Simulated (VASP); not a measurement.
# Be2B3 (P-6m2) in VASP: notebook

The runs below take Be2B3 through single point, relaxation of cell and atoms, with PBE.

Everything below comes from runs of VASP 6.6.1. Logs are shortened: lines on timing, memory, paths and dates and some standing lists are left out, and cuts for length are marked.

### 1 The cell of the first run

It takes space group P-6m2 (No. 187, hexagonal). Conventional cell: a = 3.309 Å, b = 3.309 Å, c = 3.735 Å, α = 90.00°, β = 90.00°, γ = 120.00°. Be (site symmetry -6m2) has 8 B at 1.87 to 2.10 Å as nearest neighbours. Be (site symmetry -6m2) is surrounded by 9 B at 1.91 to 2.15 Å. B (site symmetry 3m) is surrounded by 2 B at 1.76 to 1.97 Å. B (site symmetry -6m2) is surrounded by 5 Be at 1.87 to 1.91 Å.

The cell was built by a generator and needn't be a form met in nature.

### 2 Single point, PBE (species swapped into the Fe3Ge2 type (P-6m2, No. 187))

The input, INCAR:

```
PREC     = Accurate       # precision mode
ENCUT    = 520            # plane-wave cutoff, eV
EDIFF    = 1E-6           # SCF threshold, eV
ISMEAR   = 0              # smearing method
SIGMA    = 0.1            # smearing width, eV
LREAL    = F              # projectors in reciprocal space
LASPH    = T              # aspherical terms in the spheres
NELM     = 60             # most SCF steps
ALGO     = Fast           # electronic algorithm
ISIF     = 2              # what is computed and relaxed
LWAVE    = F              # write WAVECAR
LCHARG   = T              # write CHGCAR
GGA      = PE             # functional
LELF     = T              # ELF
LVHAR    = T            
NBANDS   = 14             # bands
```

The input, KPOINTS:

```
Automatic mesh
0
Gamma
  6 6 4
```

The input, POSCAR:

```
Be2B3
1.0
    3.3087771370      0.0000000000      0.0000000000
   -1.6543885685      2.8654850561      0.0000000000
    0.0000000000      0.0000000000      3.7352566752
Be B
2 3
Direct
    0.6666666667      0.3333333333      0.5000000000
    0.3333333333      0.6666666667      0.0000000000
    0.0000000000      0.0000000000      0.7358501943
    0.0000000000      0.0000000000      0.2641498057
    0.6666666667      0.3333333333      0.0000000000
```

Potentials or basis: VASP PAW PBE potentials, release 64 (Be, B).

Started as:

```
> cat potpaw_PBE.64/Be/POTCAR potpaw_PBE.64/B/POTCAR > POTCAR
> mpirun -np 1 vasp_std > vasp.out
```

OUTCAR:

```text
PREC = Accurate
   ENCUT = 520
   EDIFF = 1E-6
   ISMEAR = 0
   LREAL = F
   LASPH = T
   NELM = 60
   ISIF = 2
   GGA = PE

 ion  position               nearest neighbor table
   1  0.667  0.333  0.500-   5 1.87   5 1.87   3 2.10   4 2.10   3 2.10   4 2.10   3 2.10   4 2.10

   2  0.333  0.667  0.000-   5 1.91   5 1.91   5 1.91   3 2.15   4 2.15   4 2.15   3 2.15   4 2.15
                             3 2.15
   3  0.000  0.000  0.736-   4 1.76   4 1.97   1 2.10   1 2.10   1 2.10   5 2.15   2 2.15   2 2.15
                             5 2.15   5 2.15   2 2.15
   4  0.000  0.000  0.264-   3 1.76   3 1.97   1 2.10   1 2.10   1 2.10   2 2.15   5 2.15   2 2.15
                             5 2.15   5 2.15   2 2.15
   5  0.667  0.333  0.000-   1 1.87   1 1.87   2 1.91   2 1.91   2 1.91   3 2.15   4 2.15   3 2.15
                             4 2.15   3 2.15   4 2.15

  LATTYP: Found a hexagonal cell.
 ALAT       =     3.3087771370
 C/A-ratio  =     1.1288934010

  Lattice vectors:

 A1 = (   3.3087771370,   0.0000000000,   0.0000000000)
 A2 = (  -1.6543885685,   2.8654850561,   0.0000000000)
 A3 = (   0.0000000000,   0.0000000000,   3.7352566752)

Analysis of symmetry for initial positions (statically):
=====================================================================
 Subroutine PRICEL returns:
 Original cell was already a primitive cell.

 Routine SETGRP: Setting up the symmetry group for a
 hexagonal supercell.

 Subroutine GETGRP returns: Found 12 space group operations
 (whereof 12 operations were pure point group operations)
 out of a pool of 24 trial point group operations.

The static configuration has the point symmetry D_3h.

Analysis of symmetry for dynamics (positions and initial velocities):
=====================================================================
 Subroutine PRICEL returns:
 Original cell was already a primitive cell.

 Routine SETGRP: Setting up the symmetry group for a
 hexagonal supercell.

 Subroutine GETGRP returns: Found 12 space group operations
 (whereof 12 operations were pure point group operations)
 out of a pool of 24 trial point group operations.

The dynamic configuration has the point symmetry D_3h.

 Subroutine INISYM returns: Found 12 space group operations
 (whereof 12 operations are pure point group operations),
 and found     1 'primitive' translations

----------------------------------------------------------------------------------------

                                     Primitive cell

  volume of cell :      35.4149

  direct lattice vectors                    reciprocal lattice vectors
     3.308777137  0.000000000  0.000000000     0.302226460  0.174490528  0.000000000
    -1.654388568  2.865485056  0.000000000     0.000000000  0.348981056  0.000000000
     0.000000000  0.000000000  3.735256675     0.000000000  0.000000000  0.267719219

  length of vectors
     3.308777137  3.308777137  3.735256675     0.348981056  0.348981056  0.267719219

  position of ions in fractional coordinates (direct lattice)
     0.666666667  0.333333333  0.500000000
     0.333333333  0.666666667  0.000000000
     0.000000000  0.000000000  0.735850194
     0.000000000  0.000000000  0.264149806
     0.666666667  0.333333333  0.000000000

  ion indices of the primitive-cell ions
   primitive index   ion index
                 1           1
                 2           2
                 3           3
                 4           4
                 5           5

----------------------------------------------------------------------------------------

 KPOINTS: Automatic mesh

Automatic generation of k-mesh.
 Grid dimensions read from file:
 generate k-points for:    6    6    4

 Generating k-lattice:

  Cartesian coordinates                     Fractional coordinates (reciprocal lattice)
     0.050371077  0.029081755  0.000000000     0.166666667  0.000000000  0.000000000
     0.000000000  0.058163509  0.000000000     0.000000000  0.166666667  0.000000000
     0.000000000  0.000000000  0.066929805     0.000000000  0.000000000  0.250000000

  Length of vectors
     0.058163509  0.058163509  0.066929805

  Shift w.r.t. Gamma in fractional coordinates (k-lattice)
     0.000000000  0.000000000  0.000000000

 Subroutine IBZKPT returns following result:
 ===========================================

 Found     21 irreducible k-points:

 Following reciprocal coordinates:
            Coordinates               Weight
  0.000000  0.000000  0.000000      1.000000
  0.166667  0.000000  0.000000      6.000000
  0.333333  0.000000  0.000000      6.000000
  0.500000  0.000000  0.000000      3.000000
  0.166667  0.166667  0.000000      6.000000
  0.333333  0.166667  0.000000     12.000000
[... 13 lines left out ...]
  0.333333  0.166667  0.500000     12.000000
  0.333333  0.333333  0.500000      2.000000
   k-points           NKPTS =     21   k-points in BZ     NKDIM =     21   number of bands    NBANDS=     14
   number of dos      NEDOS =    301   number of ions     NIONS =      5
   total plane-waves  NPLWV =  21952
   dimension x,y,z NGX =    28 NGY =   28 NGZ =   28
   dimension x,y,z NGXF=    56 NGYF=   56 NGZF=   56
   ions per type =               2   3
   NGX,Y,Z   is equivalent  to a cutoff of  14.07, 14.07, 12.46 a.u.
   NGXF,Y,Z  is equivalent  to a cutoff of  28.14, 28.14, 24.92 a.u.
 SYSTEM =  unknown system
   PREC   = accura    normal or accurate (medium, high low for compatibility)
   ISTART =      0    job   : 0-new  1-cont  2-samecut
   ICHARG =      2    charge: 1-file 2-atom 10-const
   ISPIN  =      1    spin polarized calculation?
   LNONCOLLINEAR =      F non collinear calculations
   LSORBIT =      F    spin-orbit coupling
   LASPH  =      T    aspherical Exc in radial PAW
   ENCUT  =  520.0 eV  38.22 Ry    6.18 a.u.   6.15  6.15  6.95*2*pi/ulx,y,z
   NELM   =     60;   NELMIN=  2; NELMDL= -5     # of ELM steps
   EDIFF  = 0.1E-05   stopping-criterion for ELM
   LREAL  =      F    real-space projection
   EDIFFG = 0.1E-04   stopping-criterion for IOM
   NSW    =      0    number of steps for IOM
   IBRION =     -1    ionic relax: 0-MD 1-quasi-New 2-CG
   NFREE  =      0    steps in history (QN), initial steepest desc. (CG)
   ISIF   =      2    stress and relaxation
   ISYM   =      2    0-nonsym 1-usesym 2-fastsym
   POTIM  = 0.5000    time-step for ionic-motion
   TEBEG  =    0.0;   TEEND  =   0.0 temperature during run
   PSTRESS=    0.0 pullay stress
   NELECT =      13.0000    total number of electrons
   NUPDOWN=      -1.0000    fix difference up-down
   EMIN   =  10.00;   EMAX   =-10.00  energy-range for DOS
   EFERMI =   0.00;   METHOD = LEGACY
   ISMEAR =     0;   SIGMA  =   0.10  broadening in eV -4-tet -1-fermi 0-gaus
   EFERMI_NEDOS =   21; number of points for ismear=-14 and -15
   IALGO  =     68    algorithm
   IMIX   =      4    mixing-type and parameters
     AMIX     =   0.40;   BMIX     =  1.00
     AMIX_MAG =   1.60;   BMIX_MAG =  1.00
  volume/ion in A,a.u.               =       7.08        47.80
  Fermi-wavevector in a.u.,A,eV,Ry     =   1.172179  2.215097 18.694452  1.374003
  Thomas-Fermi vector in A             =   2.308611
   LORBIT       =      0    0 simple, 1 ext, 2 COOP (PROOUT), +10 PAW based schemes
   GGA     = PE    functional components
   LHFCALC =     F    Hartree Fock is set to
   AEXX    =    0.0000 exact exchange contribution
   IVDW    =     0    specifies the selected vdW correction
   LEPSILON=     F    determine dielectric tensor
   LRPA    =     F    only Hartree local field effects (RPA)
 non-spin polarized calculation
 RMM-DIIS sequential band-by-band and
 Gauss-broadening in eV      SIGMA  =   0.10
  energy-cutoff  :      520.00
  volume of cell :       35.41
 maximum number of plane-waves:       974
 NGX is ok and might be reduce to    28
   NGX = 13   NGY = 13   NGZ = 13

 number of electron      13.0000000 magnetization

 Free energy of the ion-electron system (eV)
  ---------------------------------------------------
  ext. energy  EPLUGINS =         0.00000000
  ---------------------------------------------------
  free energy    TOTEN  =       -23.72062430 eV

  energy without entropy =      -23.71283416  energy(sigma->0) =      -23.71672923

 E-fermi :   8.4522     XC(G=0): -11.5815

 val. band max:        8.3602932145   @ k =   0.5000   0.0000   0.5000
 cond. band min:       8.4563459126   @ k =   0.1667   0.0000   0.2500
 fundamental gap:      0.0960526982
 Fermi energy:         8.4521828686

 k-point     1 :       0.0000    0.0000    0.0000
  band No.  band energies     occupation
      1      -7.5041      2.00000
      2       0.5116      2.00000
      3       0.7616      2.00000
      4       4.3288      2.00000
      5       4.3288      2.00000
      6       6.9617      2.00000
      7       6.9617      2.00000
      8       9.2064      0.00000
      9      12.7350      0.00000
     10      12.7350      0.00000
     11      13.6551      0.00000
     12      14.9185      0.00000
     13      15.0773      0.00000
     14      15.0773      0.00000

 k-point     2 :       0.1667    0.0000    0.0000
  band No.  band energies     occupation
      1      -7.1335      2.00000
      2       0.8751      2.00000
      3       0.8943      2.00000
      4       1.9828      2.00000
      5       3.0308      2.00000
      6       7.3813      2.00000
      7       8.9378      0.00000
      8      10.7258      0.00000
      9      10.9047      0.00000
     10      12.2986      0.00000
     11      13.6130      0.00000
     12      13.6243      0.00000
     13      14.4286      0.00000
     14      15.6133      0.00000

 k-point     3 :       0.3333    0.0000    0.0000
  band No.  band energies     occupation
      1      -6.0524      2.00000
      2      -1.2345      2.00000
      3       1.4625      2.00000
      4       1.7466      2.00000
      5       1.8663      2.00000
      6       7.0776      2.00000
      7       8.0447      2.00000
      8      10.4215      0.00000
      9      11.1578      0.00000
     10      11.5983      0.00000
     11      13.3176      0.00000
     12      14.8163      0.00000
     13      14.9872      0.00000
     14      16.6595      0.00000
[... 273 lines left out ...]
 k-point    20 :       0.3333    0.1667    0.5000
  band No.  band energies     occupation
      1      -3.8909      2.00000
      2      -1.9981      2.00000
      3      -1.2217      2.00000
      4       1.0055      2.00000
      5       1.6915      2.00000
      6       3.6846      2.00000
      7       9.8040      0.00000
      8      10.6767      0.00000
      9      13.7457      0.00000
     10      14.1366      0.00000
     11      16.0181      0.00000
     12      16.3156      0.00000
     13      17.2269      0.00000
     14      17.7026      0.00000

 k-point    21 :       0.3333    0.3333    0.5000
  band No.  band energies     occupation
      1      -2.7368      2.00000
      2      -2.2594      2.00000
      3      -1.2657      2.00000
      4       0.6763      2.00000
      5       1.0195      2.00000
      6       1.8946      2.00000
      7      12.1892      0.00000
      8      13.1881      0.00000
      9      13.5744      0.00000
     10      13.5768      0.00000
     11      15.5143      0.00000
     12      16.8038      0.00000
     13      16.8747      0.00000
     14      16.9541      0.00000

------------------------ aborting loop because EDIFF is reached ----------------------------------------

  FORCE on cell =-STRESS in cart. coord.  units (eV):
  Direction    XX          YY          ZZ          XY          YZ          ZX
  --------------------------------------------------------------------------------------
  -------------------------------------------------------------------------------------
  Total        0.0004425      0.0004425     -0.0063609      0.0000000     -0.0000000      0.0000000
  in kB        0.0200176      0.0200176     -0.2877673      0.0000000     -0.0000000      0.0000000
  external PRESSURE =      -0.0825774 kB  Pullay stress =       0.0000000 kB

 VOLUME and BASIS-vectors are now :
 -----------------------------------------------------------------------------
  energy-cutoff  :      520.00
  volume of cell :       35.41
      direct lattice vectors                 reciprocal lattice vectors
     3.308777137  0.000000000  0.000000000     0.302226460  0.174490528  0.000000000
    -1.654388568  2.865485056  0.000000000     0.000000000  0.348981056  0.000000000
     0.000000000  0.000000000  3.735256675     0.000000000  0.000000000  0.267719219

 POSITION                                       TOTAL-FORCE (eV/Angst)
 -----------------------------------------------------------------------------------
      1.65439      0.95516      1.86763        -0.000000      0.000000      0.000000
     -0.00000      1.91032      0.00000        -0.000000      0.000000      0.000000
      0.00000      0.00000      2.74859         0.000000     -0.000000     -0.006944
      0.00000      0.00000      0.98667         0.000000      0.000000      0.006944
      1.65439      0.95516      0.00000         0.000000      0.000000      0.000000
 -----------------------------------------------------------------------------------
    total drift:                               -0.000000      0.000000      0.000000

  FREE ENERGIE OF THE ION-ELECTRON SYSTEM (eV)
  ---------------------------------------------------
  free  energy   TOTEN  =       -23.7206243041 eV

  energy  without entropy=      -23.7128341632  energy(sigma->0) =      -23.71672923
```

Run time: 5.8 s. Hardware: 1 thread of Intel Xeon 6975P-C (Granite Rapids), shared host; peak memory 0.14 GiB.

What came out:

* Free energy: -23.7206 eV
* Pressure: 0.0 GPa
* Largest force: 0.007 eV/Å
* Band gap on the k mesh: none (metal or under the smearing width)

Forces in eV/Å, atoms in the order of the input:
```
Be   0.000  0.000  0.000
Be   0.000  0.000  0.000
B    0.000  0.000 -0.007
B    0.000  0.000  0.007
B    0.000  0.000  0.000
```

Caveat: the k mesh is coarse (spacing up to 0.42 Å⁻¹), so the values aren't converged.

### 3 Relaxation of cell and atoms, PBE (species swapped into the Fe3Ge2 type (P-6m2, No. 187))

The input, INCAR:

```
ALGO = Fast
EDIFF = 1E-6
EDIFFG = -0.04
ENCUT = 600
GGA = PE
IBRION = 2
ISIF = 3
ISMEAR = 0
LASPH = True
LCHARG = False
LREAL = False
LWAVE = False
NELM = 80
NSW = 90
PREC = Accurate
SIGMA = 0.1
```

The input, KPOINTS:

```
k-points
0
Gamma
  6 6 4
```

The input, POSCAR:

```
Be2B3
1.0
    3.2183997200      0.0000000000      0.0000000000
   -1.6091998600      2.7872159200      0.0000000000
    0.0000000000      0.0000000000      3.9520782400
Be B
2 3
Direct
    0.6666666700      0.3333333300      0.5000000000
    0.3333333300      0.6666666700      0.0000000000
    0.0000000000      0.0000000000      0.7454000100
    0.0000000000      0.0000000000      0.2545999900
    0.6666666700      0.3333333300      0.0000000000
```

Potentials or basis: VASP PAW PBE potentials, release 64 (Be, B).

Started as:

```
> cat potpaw_PBE.64/Be/POTCAR potpaw_PBE.64/B/POTCAR > POTCAR
> mpirun -np 1 vasp_std > vasp.out
```

Run time: 20 s. Hardware: 1 thread of Intel Xeon 6975P-C (Granite Rapids), shared host; peak memory 0.15 GiB.

It converged, with:

```yaml
Free_energy: -23.7231 eV
Relaxed_volume: 7.08 Å³/atom
Relaxed_cell: a = 3.308 Å, b = 3.308 Å, c = 3.736 Å, α = 90.00°, β = 90.00°, γ = 120.00°
Space_group_after_relaxing_to_0.05_Å: P-6m2 (No. 187)
Energy_gained_by_relaxing: 42.8 meV/atom
Ionic_steps: 7
Pressure_after_relaxing: 0.0 GPa
Largest_force_after_relaxing: 0.008 eV/Å
Band_gap_on_the_k_mesh: none (metal or under the smearing width)
```

Forces in eV/Å, atoms in the order of the input:
```
Be   0.000  0.000  0.000
Be   0.000  0.000  0.000
B    0.000  0.000  0.008
B    0.000  0.000 -0.008
B    0.000  0.000  0.000
```

Step by step:
```tsv
step	energy change (eV)	largest force (eV/Å)	pressure (GPa)	volume (Å³)
1	0.0000	0.8986	-1.01	35.45
2	-0.2035	0.0367	1.09	35.18
3	-0.2071	0.1941	1.45	35.14
4	-0.2074	0.2628	1.60	35.12
5	-0.2137	0.0085	-0.43	35.48
6	-0.2137	0.0107	-0.45	35.49
7	-0.2141	0.0079	-0.01	35.41
```

Final structure:
```
Be B
1.0
     3.30838    0.00000    0.00000
    -1.65419    2.86514    0.00000
     0.00000    0.00000    3.73601
Be B
2 3
Cartesian
  1.6542 0.9550 1.8680
  0.0000 1.9101 0.0000
  0.0000 0.0000 2.7484
  0.0000 0.0000 0.9876
  1.6542 0.9550 0.0000
```

Levels at points of the mesh, in eV from the Fermi level:
| k point | band 3 | band 4 | band 5 | band 6 | band 7 | band 8 | band 9 | band 10 |
| --- | --- | --- | --- | --- | --- | --- | --- | --- |
| (0.00, 0.00, 0.00) | -7.69 | -4.12 | -4.12 | -1.49 | -1.49 | 0.77 | 4.28 | 4.28 |
| (0.50, 0.00, 0.00) | -7.15 | -6.73 | -5.76 | -1.95 | -1.61 | 1.30 | 2.85 | 2.97 |
| (0.00, 0.00, 0.50) | -2.40 | -2.40 | -1.24 | -0.95 | -0.95 | -0.45 | -0.45 | 0.03 |
| (0.50, 0.00, 0.50) | -10.25 | -8.26 | -5.72 | -3.00 | -0.44 | -0.09 | 5.98 | 7.61 |

Caveat: the k mesh is coarse (spacing up to 0.40 Å⁻¹), so the values aren't converged.
